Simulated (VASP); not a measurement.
Given:

```
MoS2
1.0
    1.60968    -2.78804     0.00000
    1.60968     2.78804     0.00000
    0.00000     0.00000    12.59353
Mo S
2 4
Direct
  0.33333   0.66667   0.25000
  0.66667   0.33333   0.75000
  0.33333   0.66667   0.87314
  0.66667   0.33333   0.37314
  0.66667   0.33333   0.12686
  0.33333   0.66667   0.62686
```

Level of theory: vdW-DF2, VASP's PBE PAW potentials (set 64) (plane waves; VASP). Settings: 520 eV cut-off, 8×8×2 Γ-centred mesh, Gaussian smearing of 0.050 eV, potentials Mo_sv S.

Task: The ions and cell shape at fixed volume are relaxed. Give the cell that the relaxation ends in.

Result: 
```
MoS2
1.0
    1.62802    -2.81982     0.00000
    1.62802     2.81982     0.00000
    0.00000     0.00000    12.31126
Mo S
2 4
Direct
  0.33333   0.66667   0.25000
  0.66667   0.33333   0.75000
  0.33333   0.66667   0.87858
  0.66667   0.33333   0.37858
  0.66667   0.33333   0.12142
  0.33333   0.66667   0.62142
```
Space group P6_3/mmc (194), at a tolerance of 0.03 Å.

Task: How much energy does the relaxation gain?

Result: The energy (σ→0) changes by -18.9 meV/atom, in 8 ionic steps.

The compound is MoS2 in the 2H layered structure. This cell is one point of a volume scan, at 0.94 of the reference volume. Symmetry was kept, so distortions that lower it aren't found.
